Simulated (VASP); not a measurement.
Data:

```
Ir
1.0
    0.00000     1.92000     1.92000
    1.92000     0.00000     1.92000
    1.92000     1.92000     0.00000
Ir
1
Direct
  0.00000   0.00000   0.00000
```

Computed with PW91 GGA, VASP's PBE PAW potentials (set 64) (plane waves; VASP 6.6.1). Numerical set-up: 520 eV cut-off, 15×15×15 Γ-centred mesh, first-order Methfessel-Paxton smearing of 0.10 eV, potentials Ir.

Energy and stress use the plane-wave basis of the starting cell.

**Question.** The ions, cell shape and volume are relaxed. Predict the relaxed structure.

**Answer.** 
```
Ir
1.0
    0.00000     1.94232     1.94232
    1.94232     0.00000     1.94232
    1.94232     1.94232     0.00000
Ir
1
Direct
  0.00000   0.00000   0.00000
```
Space group Fm-3m (225), at a tolerance of 0.03 Å.

**Question.** How do energy and volume change from the first to the last step?

**Answer.** The energy (σ→0) changes by -19.4 meV/atom and the volume by +3.5 %, in 4 ionic steps.

The compound is Ir in the fcc structure. This run relaxes it. Symmetry was kept, so distortions that lower it aren't found.
